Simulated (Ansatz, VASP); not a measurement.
## Cross-check of FeSi between VASP and Ansatz

One calculation is typed for both programs; each brings its own data sets and cutoff. How far apart do they land? The cell comes out of the VASP series on this material, whose earlier steps may have relaxed, scaled or displaced it; both programs get it as it stands.

Method: plane waves, with VASP 6.6.1 beside it; band structure at HSE06, in Ansatz 0.2.0.

## 1. Starting point

It takes space group P2_13 (No. 198, cubic). The conventional cell has a = 4.425 Å, b = 4.425 Å, c = 4.425 Å, α = 90.00°, β = 90.00°, γ = 90.00°. Nearest to Fe lie 7 Si at 2.26 to 2.46 Å. Si has 7 Fe at 2.26 to 2.46 Å nearest. Farther neighbours are not listed.

## 2. Ansatz: band structure, HSE06

Ansatz runs on its default PAW (the set named soft_2) files.

Levels along a path test the potential and the projectors away from the mesh points.

Contents of input.yaml:

```yaml
crystal:
  lattice:
    - [4.4250457252, 0.0, 0.0]
    - [0.0, 4.4250457252, 0.0]
    - [0.0, 0.0, 4.4250457252]
  atoms:
    - { symbol: Fe, position: [0.8603199468, 0.6396800532, 0.3603199468], spin: 1.204 }
    - { symbol: Fe, position: [0.6396800532, 0.3603199468, 0.8603199468], spin: 1.204 }
    - { symbol: Fe, position: [0.3603199468, 0.8603199468, 0.6396800532], spin: 1.204 }
    - { symbol: Fe, position: [0.1396800532, 0.1396800532, 0.1396800532], spin: 1.204 }
    - { symbol: Si, position: [0.1548537651, 0.3451462349, 0.6548537651], spin: -0.069 }
    - { symbol: Si, position: [0.3451462349, 0.6548537651, 0.1548537651], spin: -0.069 }
    - { symbol: Si, position: [0.6548537651, 0.1548537651, 0.3451462349], spin: -0.069 }
    - { symbol: Si, position: [0.8451462349, 0.8451462349, 0.8451462349], spin: -0.069 }
hamiltonian:
  xc: { exchange: pbe, correlation: pbe, exx: { coeff: 0.25, omega: 0.2 } }
  pseudopotentials: { kind: paw }
magnetization:
  spin_polarized: true
kpoints:
  mp_grid: { grid: [3, 3, 3] }
  band_path:
    path:
      - [0.0, 0.0, 0.0]
      - [0.0, 0.3, 0.0]
      - [0.0, 0.5, 0.0]
      - [0.3, 0.5, 0.0]
      - [0.5, 0.5, 0.0]
      - [0.2, 0.2, 0.0]
      - [0.1, 0.1, 0.1]
      - [0.4, 0.4, 0.4]
      - [0.4, 0.5, 0.4]
      - [0.1, 0.5, 0.1]
      - [0.5, 0.5, 0.1]
      - [0.5, 0.5, 0.5]
    npoints: 1
scf:
  occupations: { method: gaussian, width: 0.05 }
  n_extra_bands: 14
output:
  forces: true
  stress: true
  eigenvalues: true
```

Launch:

```sh
$ ansatz run input.yaml --threads 4 --pin off --max-ram 9216MiB --backend cpu --events-out ev --progress --plain --runs-dir out
```

Numbers of over 12 decimals in the logs are rounded to 6 here.

The program printed:

```text
Warning: output.stress: scf.convergence.dr2_threshold = 1e-7 eV (the SCF's general default) is looser than the 8e-10 eV advised for a printed stress (1e-10 eV for each atom of the cell: 8). What an SCF threshold leaves in a stress goes as its square root, and in the free energy as the threshold itself, and one threshold admits the most on a small cell: [figures from the program's tests cut] Set scf.convergence.dr2_threshold to 8e-10 eV or tighter. The threshold is an SCF's pass mark: one that does not reach it within its budget of iterations ends unconverged, or closes short of it on a stop that the run arms, and scf.convergence.dr2_threshold's page says what that costs each kind of run
Warning: output.stress: scf.exx.energy_threshold = 1e-6 eV is looser than the 8e-8 eV advised for a stress under a hybrid functional (1e-8 eV for each atom of the cell: 8). Every SCF of the exchange loop can meet its threshold on dr2 while the loop round them stops early: no threshold on dr2 bounds what that leaves in the stress. Set scf.exx.energy_threshold to 8e-8 eV or tighter. The threshold is the loop's pass mark: a loop that does not reach it within its budget of cycles ends unconverged, and scf.exx.energy_threshold's page has the law
scf.n_extra_bands = 14 over 40 filled bands (N_el = 80.0): the run solves 54 bands
Engine: ansatz 0.2.0, aarch64-unknown-linux-gnu
Pseudopotentials: kind: paw
Pseudopotential: Fe, paw, valence charge 16, recommended cutoff 420 eV (normal), Fe.paw.azcp
Pseudopotential: Si, paw, valence charge 4, recommended cutoff 420 eV (normal), Si.paw.azcp
Functional definition: unnamed
  parameter a_1 = 0.25
  parameter omega_1 = 0.2/angstrom
  exchange = pbe_x + (-a_1)*pbe_x_sr(omega_1) + a_1*exact_x_sr(omega_1)
  correlation = pbe_c
Crystal: 8 atoms, lattice volume = 86.647 Å³
Basis set: ecut = 420 eV, 1743 PW (Γ), exchange–correlation on 60×60×60 points (8 copies of the dense FFT grid, shifted against one another)
Bands: 54, of which v1, the nominal top of the filled ones, is band 40 counted from 1 (39 counted from 0)
Symmetry: 12 space group operations
Space group: P213 (ITA 198), of the structure as read, at distance tolerance 4.4e-5 Å
Magnetic group: BNS 198.9 (UNI 1511), of the structure as read, at distance tolerance 4.4e-5 Å
k-points: 4 of 27 (time reversal used)
Non-local potential: Fe, projectors of the file, l = 0: 3, l = 1: 2, l = 2: 3, l = 3: 1
Non-local potential: Si, projectors of the file, l = 0: 2, l = 1: 2, l = 2: 2
PAW form: soft (Blöchl's): semilocal exchange-correlation on the pseudo side does not see the compensation charge
PAW frozen core: Fe, regenerated for the run's functional, and the local potential with it (the file was generated under x = pbe(κ = 0.804, μ = 0.219515), c = pbe(β = 0.066725))
PAW frozen core: Si, regenerated for the run's functional, and the local potential with it (the file was generated under x = pbe(κ = 0.804, μ = 0.219515), c = pbe(β = 0.066725))
PAW one-centre angular grid: Fe, 590 points (default); XC on 64 Gauss nodes
PAW one-centre angular grid: Si, 110 points (default); XC on 64 Gauss nodes
Initial density: superposition of atomic densities (chi_scale 0.1, normalization cell)
Starting moments: Σ|m| = 5.092 μB on 8 of 8 sites
Initial wavefunctions: pseudopotential atomic-orbital guess
Functional: x = pbe(κ = 0.804, μ = 0.219515), c = pbe(β = 0.066725), warm-up for x = pbe(κ = 0.804, μ = 0.219515) + 0.25 (exact − pbe) at short range (hse, ω = 0.2 Å⁻¹), c = pbe(β = 0.066725)
iter 1 solved again at ethr=4.51e-3 eV; its pass at ethr=1.00e-1 eV (dr2=3.61e0 eV) is discarded
SCF iter   1: F=—  HF=-20470.406261 eV  |F-HF|=—  |Δ(HF+E_count)|=         —  Δρ=3.54e-2 (↑2.92e-2 ↓3.54e-2)  dr2=3.60e0  dr2_m=2.71e-1  M=3.269 μB ∫|m|=3.877 μB  β_m=0.30  ethr=4.51e-3  ⟨swp⟩=3.0  Hψ=2181  notcnv=0
preconditioner: auto → none  [insulator: Δε(μ)=0.075 eV  Ē_g=7.730 eV  σ=0.050 eV  W_gap=0.61  n_scr=26 (ndim 8)  ℏωp=27.6 eV  f_vac=0.000  D(μ)=10.37/eV (n_scr^D=146)]
SCF iter   2: F=—  HF=-20469.692534 eV  |F-HF|=—  |Δ(HF+E_count)|=   7.14e-1  Δρ=4.39e-2 (↑4.39e-2 ↓2.91e-2)  dr2=2.55e0  dr2_m=9.90e-2  M=3.408 μB ∫|m|=4.039 μB  β_m=0.30  ethr=4.50e-3  ⟨swp⟩=3.4  Hψ=999  notcnv=0
preconditioner: auto → Kerker (q_TF=auto, 2.692 Å⁻¹)  [metal: Δε(μ)=0.025 eV  Ē_g=7.672 eV  σ=0.050 eV  W_gap=0.26  n_scr=26 (ndim 8)  ℏωp=27.6 eV  f_vac=0.000  D(μ)=7.72/eV (n_scr^D=80)]
spin=Collinear: Kerker preconditioning applied to the charge; magnetization (m = ρ↑ − ρ↓) channel mixes plain (no charge-response kernel on spin).
SCF iter   3: F=—  HF=-20469.393029 eV  |F-HF|=—  |Δ(HF+E_count)|=   3.00e-1  Δρ=1.93e-2 (↑1.93e-2 ↓1.51e-2)  dr2=5.94e-1  dr2_m=7.09e-2  M=3.295 μB ∫|m|=3.939 μB  β_m=0.30  ethr=3.18e-3  ⟨swp⟩=2.9  Hψ=877  notcnv=0
iter 4 solved again at ethr=2.88e-5 eV; its pass at ethr=7.42e-4 eV (dr2=2.30e-2 eV) is discarded
SCF iter   4: F=—  HF=-20469.128150 eV  |F-HF|=—  |Δ(HF+E_count)|=   2.65e-1  Δρ=8.22e-3 (↑4.58e-3 ↓8.22e-3)  dr2=2.31e-2  dr2_m=2.24e-2  M=3.347 μB ∫|m|=4.006 μB  β_m=0.30  ethr=2.88e-5  ⟨swp⟩=4.5  Hψ=2092  notcnv=0  defer=5
[...]
SCF iter   5: F=—  HF=-20461.394920 eV  |F-HF|=—  |Δ(HF+E_count)|=  7.13e-10  Δρ=2.65e-7 (↑2.59e-7 ↓2.65e-7)  dr2=1.40e-10  dr2_m=4.19e-11  M=0.000 μB ∫|m|=0.000 μB  β_m=0.93  ethr=1.74e-12 (applied; sched 1.00e-12)  ⟨swp⟩=3.2  Hψ=795  notcnv=0
SCF iter   6: F=-20461.394920 eV  HF=-20461.394920 eV  |F-HF|=2.91e-11  |Δ(HF+E_count)|=  6.58e-10  Δρ=2.28e-7 (↑1.88e-7 ↓2.28e-7)  dr2=6.41e-11  dr2_m=3.23e-11  M=0.000 μB ∫|m|=0.000 μB  ethr=1.88e-12 (applied; sched 1.00e-12)  ⟨swp⟩=3.4  Hψ=854  notcnv=0
SCF 9 converged in 6 iterations: F = -20461.394920 eV  dr2 = 6.41e-11
  Residual-converged pass: ⟨swp⟩=3.2  Hψ=1068  notcnv=0  max |occ|·‖R‖ = 1.9e-7 eV (tolerance 2.7e-7 eV)  dr2=6.45e-11  dr2_m=3.43e-11  dr2_onsite=3.66e-11  max |Δocc| = 5.0e-111
hybrid outer 8: dexx = +1.259e-8 eV, tail = 1.39e-9 eV, magnetization decayed to 0.5752 of itself (not accepted), Δε = 4.01e-5 eV (about 2.09e-5 eV left of the loop's levels), ΔF = 2.04e-5 eV/Å (tail 1.71e-5)
Exchange kernel: α = 0.2500, screened, ω = 0.2000 Å⁻¹, Wigner–Seitz truncation, v(0) = 1077.1824 eV·Å³, q-mesh 3×3×3, nearest image of the exchange supercell L = 13.28 Å, pair-density grid 24×24×24, without the augmentation charges, whose exchange is taken in its separable form by FFT convolution over the k-point mesh (sized by the pseudopotential files, 30×30×30 at the most), smooth part of the exact exchange by density-matrix convolution
Frozen-core exchange: fock
SCF iter   1: F=—  HF=-20461.394920 eV  |F-HF|=—  |Δ(HF+E_count)|=         —  Δρ=3.25e-7 (↑3.08e-7 ↓3.25e-7)  dr2=4.79e-11  dr2_m=7.53e-11  M=0.000 μB ∫|m|=0.000 μB  β_m=0.30  ethr=2.21e-12 (applied; sched 2.06e-12)  ⟨swp⟩=6.0  Hψ=1013  notcnv=0
SCF iter   2: F=—  HF=-20461.394920 eV  |F-HF|=—  |Δ(HF+E_count)|=  1.24e-10  Δρ=3.28e-7 (↑3.28e-7 ↓3.11e-7)  dr2=2.81e-11  dr2_m=8.01e-11  M=0.000 μB ∫|m|=0.000 μB  β_m=0.65  ethr=1.58e-12 (applied; sched 1.00e-12)  ⟨swp⟩=2.0  Hψ=752  notcnv=0
SCF iter   3: F=-20461.394920 eV  HF=-20461.394920 eV  |F-HF|=2.18e-11  |Δ(HF+E_count)|=  2.69e-10  Δρ=2.30e-7 (↑2.30e-7 ↓2.27e-7)  dr2=3.49e-11  dr2_m=3.91e-11  M=0.000 μB ∫|m|=0.000 μB  ethr=1.58e-12 (applied; sched 1.00e-12)  ⟨swp⟩=2.0  Hψ=752  notcnv=0
SCF 10 converged in 3 iterations: F = -20461.394920 eV  dr2 = 3.49e-11
  Residual-converged pass: ⟨swp⟩=3.0  Hψ=937  notcnv=0  max |occ|·‖R‖ = 2.0e-7 eV (tolerance 2.7e-7 eV)  dr2=3.65e-11  dr2_m=4.30e-11  dr2_onsite=4.23e-11  max |Δocc| = 8.7e-113
hybrid outer 9: dexx = +4.935e-10 eV, tail = 1.05e-9 eV, Δε = 5.16e-6 eV (about 1.61e-5 eV left of the loop's levels), ΔF = 2.24e-6 eV/Å (tail 1.49e-5)
WARN: the starting moments were not kept: the SCF closed with an absolute magnetisation of 1.1e-4 μB, where they sum to 5.092 μB in size (8 sites). That is at most 0.1 of that sum. Measured as dr2_m measures the in/out step, that magnetisation stands 2.1e-9 eV from none, at or under the dr2_threshold of 1.0e-7 eV: it is no larger than a step whose dr2_m would equal this threshold. The system may hold no moment; this  [...]
NSCF: frozen V_eff on 12 k-points
this state was not tested for a lower state beside it, because the functional holds exact exchange (a hybrid, or Hartree-Fock), whose exchange loop this test does not read (fock_operator); the stability check (scf.self_checks: high) cannot read this state: a pseudopotential is PAW: the check reads norm-conserving sets alone
hybrid SCF converged: 9 outer / 77 inner (+100 warm-up), last move |dexx| = 4.93e-10 eV, tail = 1.05e-9 eV
Magnetization: 0.0000 μB (40.0000 up, 40.0000 down)
Absolute magnetization: 0.0002 μB (∫|ρ↑−ρ↓|, with the PAW one-centre terms)
Spin contamination: 0.0000 ħ² per cell (⟨S²⟩ above its minimum at these occupations)
Per-site moments (μB) at R_I (Å): [(-9.571545503997907e-7, 0.931188), (-9.571545504067173e-7, 0.931188), (-9.571545503377857e-7, 0.931188), (-9.57154550391929e-7, 0.931188), (7.854105840000889e-7, 0.931188), (7.85410584063943e-7, 0.931188), (7.854105841230607e-7, 0.931188), (7.854105839809663e-7, 0.931188)]
Free energy (F): -20461.394920 eV
Frozen-core exchange: fock
Harris-Foulkes:  -20461.394920 eV  (|F-HF|=2.18e-11)
Internal energy: -20461.394920 eV  (E = F + TS)
E sigma→0 (E₀):  -20461.394920 eV
Fermi energy:    16.979471 eV
--- Per-component energies (eV) ---
  E_band       = -972.982422
  E_kinetic    = 1620.174375
  E_local      = -10430.294076  (includes V_loc(G=0)·N_el)
  E_nonlocal   = 949.728458
  E_hartree    = 4556.674658
  E_xc         = -572.419410
  E_vxc        = -654.591028  (∫ρ·V_xc dr)
  E_exx        = -317.850864  (= α·E_x^exact, valence–valence)
  E_paw        = -7327.725077  (= ΣΔE_a)
  E_vpaw       = -935.651615  (= ΣTr[D̂ρ^β])
  E_aug_tail   = 0.003482  (compensation charges beyond the density's cutoff)
  E_ewald      = -8938.634753
  E_core_change = -1.051714  (= ΣΔE_core)
  E_smearing   = -0.000000  (= −TS)
  E_closure    = -0.000001  (closes the sum)
  Σ components = -20461.394920   (vs F -20461.394920, Δ=0.00e0)
--- Forces (eV/Å), atoms counted from 1 ---
  atom   1  Fe     0.26357058    -0.26357058     0.26357058
  atom   2  Fe    -0.26357058     0.26357058     0.26357058
  atom   3  Fe     0.26357058     0.26357058    -0.26357058
  atom   4  Fe    -0.26357058    -0.26357058    -0.26357058
  atom   5  Si     0.26363057    -0.26363057     0.26363057
  atom   6  Si    -0.26363057     0.26363057     0.26363057
  atom   7  Si     0.26363057     0.26363057    -0.26363057
  atom   8  Si    -0.26363057    -0.26363057    -0.26363057
  max |Σ_I F_I| component: 1.11e-16 eV/Å
--- Stress (GPa, compression-positive) ---
       -8.262700      -0.000000       0.000000
        0.000000      -8.262700       0.000000
       -0.000000       0.000000      -8.262700
  P = ⅓ Tr σ = -8.2627 GPa (-82.627 kbar)
--- Band table (eV; the first three rows and the last of 8) ---
  k-point 0 ↑: bands = [... 36 lower, 15.7384, 15.7384, 15.8062, 15.8062, 18.1434, 18.1434, 18.1434, 20.3366, ... 10 higher]
  k-point 1 ↑: bands = [... 36 lower, 15.3067, 15.5930, 15.8915, 16.2221, 17.7369, 17.9866, 19.0091, 19.5974, ... 10 higher]
  k-point 2 ↑: bands = [... 36 lower, 15.1442, 15.3317, 15.6919, 15.9673, 17.8199, 18.1124, 19.0434, 19.5205, ... 10 higher]
  k-point 3 ↓: bands = [... 36 lower, 15.2624, 15.3680, 15.5443, 15.8280, 17.8802, 18.0886, 18.6163, 18.9323, ... 10 higher]
```

Wall time 3 min (4 threads of Arm Neoverse V1, shared host); peak memory 0.87 GiB; 11 min of CPU time.

Reading the cycles: dr2 is the Hartree energy of the density residual (eV), the measure of convergence; HF is the Harris–Foulkes estimate of the energy, which meets the free energy F at convergence.

(Part 1 of 2 ends here.)

[Lines on the potential files, build, host, timing and source positions are cut from VASP's logs without a mark.]

[Logs are printed without paths, hosts, clocks, repeated set-up lines and the standing remarks that a program may print on its own settings, such as how far it seeks lower states.]

[Hosts, paths, dates, database ids (printed as entryN), source tags and the programs' standing remarks are cut or masked in the printed files.]
